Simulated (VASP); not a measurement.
# A VASP study of HgSb (LDA): structure first, properties next, part 2 of 2

Wanted: the relaxed cell of HgSb and its properties. The cell is invented: it takes the structure of COD entry 9008724, SnSb (space group 225 there), with some of its atoms replaced by other elements, volume scaled by an estimate. It may not be a known or stable phase. Left out of this account: at least 2 further runs (elastic: elastic constants of a metal on too coarse a mesh; relaxation: a spoilt try).

VASP 6.6.1, plane waves and PAW; the level of theory is named at each step.

Still holding for the runs below: This run has no spin polarisation. Its electron count is odd, so without a moment it is a metal by construction. The k-mesh is coarse for a metal.

So far. Step 6 (Band structure (LDA)): There is no gap at this level. Step 7 (Density of states (LDA)): The finer mesh and the other smearing move the Fermi level by -0.05 eV from the 7×7×7 run, one measure of the sampling error in the zero of the bands above. The relaxed cell has a = 5.866 Å (conventional setting).

The structure was built from a prototype and need not be the compound's stable phase.

**8. Zone-centre phonons (LDA) (continued)**

Energies printed during the response cycles are not total energies of the cell.

This step gave:

```yaml
irreducible_k_points: 20
pressure_of_the_cell: 0.005490 GPa
largest_force_of_the_cell: 0 eV/Å
fermi_energy: 5.644 eV
```

Modes at Γ, with each element's share of the kinetic energy:

| mode | frequency (cm⁻¹) | symmetry | Hg % | Sb % |
| --- | --- | --- | --- | --- |
| 1 | 0.0 | acoustic | 62 | 38 |
| 2 | 0.0 | acoustic | 62 | 38 |
| 3 | 0.0 | acoustic | 62 | 38 |
| 4 | 120.1 | T1u | 38 | 62 |
| 5 | 120.1 | T1u | 38 | 62 |
| 6 | 120.1 | T1u | 38 | 62 |

Displacements in mode 5 (120.1 cm⁻¹), the largest set to 1:
```
Hg1 -0.61  0.00  0.00
Sb2  1.00  0.00  0.00
```

The three acoustic modes come out at zero, and all others are real. By the characters of their eigenvectors the optical modes sort into (cm⁻¹) infrared active: T1u 120.

**9. Bands along the symmetry lines (r2SCAN)**

This step: r2SCAN; plane waves and PAW (Hg, Sb); invented cell (VASP 6.6.1).

The mesh alone shows little of the dispersion and can miss band extrema, so KPOINTS_OPT adds a path through the symmetry points after the self-consistent cycle. r2SCAN adds the kinetic-energy density, costs more than a GGA and is run with LASPH.

Input file INCAR:

```
SYSTEM = HgSb
PREC = Accurate
ENCUT = 400
EDIFF = 1E-06
NELM = 100
ISMEAR = -1
SIGMA = 0.05
LREAL = .FALSE.
ALGO = Normal
METAGGA = R2SCAN
LASPH = .TRUE.
LORBIT = 11
LWAVE = .FALSE.
LCHARG = .FALSE.
```

Input file POSCAR:

```
HgSb
1.0
    0.0000000000      2.9330369599      2.9330369599
    2.9330369599      0.0000000000      2.9330369599
    2.9330369599      2.9330369599      0.0000000000
Hg Sb
1 1
Direct
    0.0000000000      0.0000000000      0.0000000000
    0.5000000000      0.5000000000      0.5000000000
```

Input file KPOINTS:

```
Automatic mesh
0
Gamma
7 7 7
0 0 0
```

Input file KPOINTS_OPT:

```
Line mode
16
Line-mode
Reciprocal
  0.00000000   0.00000000   0.00000000 GAMMA
  0.50000000   0.00000000   0.50000000 X

  0.50000000   0.00000000   0.50000000 X
  0.50000000   0.25000000   0.75000000 W

  0.50000000   0.25000000   0.75000000 W
  0.37500000   0.37500000   0.75000000 K

  0.37500000   0.37500000   0.75000000 K
  0.00000000   0.00000000   0.00000000 GAMMA

  0.00000000   0.00000000   0.00000000 GAMMA
  0.50000000   0.50000000   0.50000000 L

  0.50000000   0.50000000   0.50000000 L
  0.62500000   0.25000000   0.62500000 U

  0.62500000   0.25000000   0.62500000 U
  0.50000000   0.25000000   0.75000000 W

  0.50000000   0.25000000   0.75000000 W
  0.50000000   0.50000000   0.50000000 L

  0.50000000   0.50000000   0.50000000 L
  0.37500000   0.37500000   0.75000000 K

  0.62500000   0.25000000   0.62500000 U
  0.50000000   0.00000000   0.50000000 X
```

Potentials, in the order of the species: Hg and Sb (LDA family, release 64).

Started as:

```sh
mpirun -np 1 vasp_std
```

Run time: 66 s. Hardware: 1 MPI rank of Intel Xeon 6975P-C (Granite Rapids), shared host; peak memory 0.17 GiB.

The PAW data sets were made with LDA, a small mismatch for this functional. At this level the cell is under a pressure of 3.9 GPa, so at these settings it is away from equilibrium.

Numbers from this step:

```yaml
free_energy_toten: -1822.4681 eV
energy_at_zero_smearing: -1822.4606 eV
fermi_energy: 5.867 eV
pressure: 3.876 GPa
```

Electronic bands along the path, in eV, zero at the Fermi level; # counts the bands kept in this run:

| point | #5 | #6 | #7 | #8 | #9 |
| --- | --- | --- | --- | --- | --- |
| Γ | -7.80 | 0.25 | 0.25 | 0.25 | 1.19 |
| 0.53 of the way | -7.66 | -2.57 | -1.10 | -1.10 | 0.85 |
| X | -6.05 | -4.83 | -2.63 | -2.13 | -2.13 |
| 0.53 of the way | -6.06 | -4.42 | -4.39 | -2.64 | 0.78 |
| W | -6.08 | -4.97 | -3.54 | -3.54 | 3.33 |
| 0.53 of the way | -6.23 | -5.18 | -3.95 | -2.24 | 1.94 |
| K | -6.33 | -5.28 | -4.08 | -1.09 | 0.66 |
| 0.53 of the way | -7.61 | -3.77 | -1.20 | 1.60 | 4.26 |
| Γ | -7.80 | 0.25 | 0.25 | 0.25 | 1.19 |
| 0.53 of the way | -7.68 | -4.13 | 0.86 | 0.86 | 3.79 |
| L | -7.58 | -6.36 | 1.62 | 1.62 | 3.39 |
| 0.47 of the way | -7.40 | -6.17 | -1.08 | 0.38 | 2.17 |
| U | -6.33 | -5.28 | -4.08 | -1.09 | 0.66 |
| 0.47 of the way | -6.23 | -5.18 | -3.95 | -2.24 | 1.94 |
| W | -6.08 | -4.97 | -3.54 | -3.54 | 3.33 |
| 0.47 of the way | -7.12 | -6.00 | -1.65 | -1.18 | 3.18 |
| L | -7.58 | -6.36 | 1.62 | 1.62 | 3.39 |
| 0.53 of the way | -7.30 | -6.10 | -1.55 | 0.16 | 1.95 |
| K | -6.33 | -5.28 | -4.08 | -1.09 | 0.66 |
| jump to U | -6.33 | -5.28 | -4.08 | -1.09 | 0.66 |
| 0.47 of the way | -6.07 | -4.60 | -4.20 | -1.81 | -0.59 |
| X | -6.05 | -4.83 | -2.63 | -2.13 | -2.13 |

Of the projections kept (Hg, Sb), the largest for each band there, as a share of the weight inside these atoms' spheres; weight between the spheres isn't counted:

| point | #5 | #6 | #7 | #8 | #9 |
| --- | --- | --- | --- | --- | --- |
| Γ | Hg 1.00 | Sb 0.82 | Sb 0.82 | Sb 0.82 | Hg 0.54 |
| X | Hg 0.82 | Sb 0.63 | Hg 0.76 | Sb 0.70 | Sb 0.70 |
| W | Hg 0.75 | Hg 0.86 | Sb 0.58 | Sb 0.58 | Sb 0.60 |
| K | Hg 0.75 | Hg 0.82 | Sb 0.56 | Sb 0.64 | Hg 0.59 |
| Γ | Hg 1.00 | Sb 0.82 | Sb 0.82 | Sb 0.82 | Hg 0.54 |
| L | Hg 1.00 | Hg 0.88 | Sb 0.74 | Sb 0.74 | Sb 0.63 |

There is no gap at this level.

**10. Summary of results**

```yaml
relaxed_volume: 25.23 Å³/atom
relaxed_conventional_cell_a_b_c: 5.866, 5.866, 5.866 Å
space_group_after_relaxing_within_0p02_a: Fm-3m (No. 225)
band_gap: none, a metal
dos_at_the_fermi_level: 1.13 states/eV/cell
highest_zone_centre_mode: 120 cm⁻¹
band_gap_r2scan: none, a metal
```

What this shows: With LDA, HgSb relaxes to 25.23 Å³/atom in space group Fm-3m (held by the symmetry of the run) and comes out as a metal. Band structure (LDA): Of the bands kept, 4 cross the Fermi level on this path. Zone-centre phonons (LDA): The highest mode in this list at Γ, 120.1 cm⁻¹, has its largest share on Sb (62 % of the kinetic energy). Bands along the symmetry lines (r2SCAN): Of the bands kept, 4 cross the Fermi level on this path. The other levels ran on the cell relaxed with LDA, and without spin-orbit coupling unless named. Spin-orbit coupling is left out, and with elements this heavy it would split and shift bands near the Fermi level. The k-sampling is coarse for a metal, so the Fermi level, pressures and the shape of the cell carry errors. With an odd electron count and no spin the cell is a metal by construction. Modes at Γ alone can't show that the crystal is stable at other wave vectors. No search among competing phases was made. All values are for a static lattice at zero temperature.

[Lines on the potential files, build, host, timing and source positions are cut from VASP's logs without a mark.]

[Logs are printed without paths, hosts, clocks, repeated set-up lines and the standing remarks that a program may print on its own settings, such as how far it seeks lower states.]

[Hosts, paths, dates, database ids (printed as entryN), source tags and the programs' standing remarks are cut or masked in the printed files.]

[A measured line is paired with the nearest computed mode of its activity, which favours agreement.]

[In band tables of VASP the shares of atoms and orbitals are scaled to a sum of 1 inside the atoms' spheres.]
